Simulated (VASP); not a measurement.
These are rev-vdW-DF2, VASP's PBE PAW potentials (set 64) (plane waves; VASP) values and carry that method's errors.

Input for VASP

POSCAR:
```
Al
2.7933930
  0.0000000000   0.7071068075   0.7071068075
  0.7071068075   0.0000000000   0.7071068075
  0.7071068075   0.7071068075   0.0000000000
Al
1
Cartesian
  0.0000000000   0.0000000000   0.0000000000
```

### INCAR
```
SYSTEM = Al
PREC = Accurate; ENCUT = 520; LREAL = .False.
LASPH = .True.
EDIFF = 1E-7; NELM = 100; ALGO = Normal
ISMEAR = 1; SIGMA = 0.1
GGA = MK; LUSE_VDW = .True.; AGGAC = 0.0
PARAM1 = 0.1234568; PARAM2 = 0.7114; ZAB_VDW = -1.8867
ISIF = 2
LWAVE = .False.; LCHARG = .False.
```

File KPOINTS:
```
Automatic mesh
0
Gamma
15 15 15
0 0 0
```

POTCAR, in this order: Al (PBE.64 set). Program: vasp_std.

Task: What will the output report for the number of irreducible k-points (NKPTS), largest plane-wave count, number of space-group operations, FFT grid (NGX, NGY, NGZ)?

Result: 
```
Item                                           Value
--------------------------------------  ------------
number of irreducible k-points (NKPTS)           120
largest plane-wave count                         432
number of space-group operations                  48
FFT grid (NGX, NGY, NGZ)                24 × 24 × 24
```

The compound is Al in the fcc structure. This cell is one point of a volume scan, at 0.94 of the reference volume.
